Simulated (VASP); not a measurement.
A VASP calculation is set up with these files.

File POSCAR:
```
Be3CdSe4
1.0
  5.3841637292   0.0000000000   0.0000000000
  0.0000000000   5.3841637292   0.0000000000
  0.0000000000   0.0000000000   5.3841637292
Cd Se Be
1 4 3
Cart
  0.0000000000   0.0000000000   0.0000000000
  1.4665716642   1.4665716642   1.4665716642
  3.9175920650   3.9175920650   1.4665716642
  3.9175920650   1.4665716642   3.9175920650
  1.4665716642   3.9175920650   3.9175920650
  2.6920818646   2.6920818646   0.0000000000
  2.6920818646   0.0000000000   2.6920818646
  0.0000000000   2.6920818646   2.6920818646
```

**INCAR**
```
# general
SYSTEM   =  Be3CdSe4
PREC     =  Accurate
ENCUT    =  400
LREAL    =  .FALSE.
LASPH    =  .TRUE.

# electronic loop
EDIFF    =  1E-6
NELM     =  100
ALGO     =  Normal
LMAXMIX  =  4

# smearing
ISMEAR   =  0
SIGMA    =  0.05

# functional
GGA      =  PS

# ions
IBRION   =  2
NSW      =  60
ISIF     =  3
EDIFFG   =  -0.02

# output
LWAVE    =  .FALSE.
LCHARG   =  .FALSE.
```

### KPOINTS
```
K-points
0
Gamma
 4 4 4
0 0 0
```

POTCAR, in this order: Cd Se Be (PBE.64 set). Program: vasp_std.

Task: Translate this PBEsol calculation to Quantum ESPRESSO's pw.x.

Result: One equivalent input (not run):
```
&CONTROL
  calculation = 'vc-relax'
  pseudo_dir = './pseudo'
  outdir = './out'
  tprnfor = .true.
  tstress = .true.
  nstep = 60
  forc_conv_thr = 0.00078
/
&SYSTEM
  ibrav = 0
  nat = 8
  ntyp = 3
  ecutwfc = 102
  occupations = 'smearing'
  smearing = 'gaussian'
  degauss = 0.003675
  input_dft = 'pbesol'
/
&ELECTRONS
  conv_thr = 7.3e-08
  electron_maxstep = 100
/
&IONS
/
&CELL
/
ATOMIC_SPECIES
  Cd 112.414 Cd.upf
  Se 78.971 Se.upf
  Be 9.012 Be.upf
CELL_PARAMETERS angstrom
     5.3841637    0.0000000    0.0000000
     0.0000000    5.3841637   -0.0000000
     0.0000000   -0.0000000    5.3841637
ATOMIC_POSITIONS crystal
  Cd   0.0000000  0.0000000  0.0000000
  Se   0.2723862  0.2723862  0.2723862
  Se   0.7276138  0.7276138  0.2723862
  Se   0.7276138  0.2723862  0.7276138
  Se   0.2723862  0.7276138  0.7276138
  Be   0.5000000  0.5000000  0.0000000
  Be   0.5000000  0.0000000  0.5000000
  Be   0.0000000  0.5000000  0.5000000
K_POINTS automatic
  4 4 4 0 0 0
```
What does not carry over: the potentials are each code's own (VASP's PAW set, PseudoDojo norm-conserving files in pw.x), so ENCUT and ecutwfc are chosen apart and not converted; conv_thr bounds pw.x's estimated SCF error, while EDIFF bounds the energy change between steps; forc_conv_thr acts on force components and is met together with etot_conv_thr.

The structure was generated: Be3CdSe4 was put into an ordered model structure (P-43m), which need not be its known phase. It was relaxed first. The start is the result of an earlier pass.
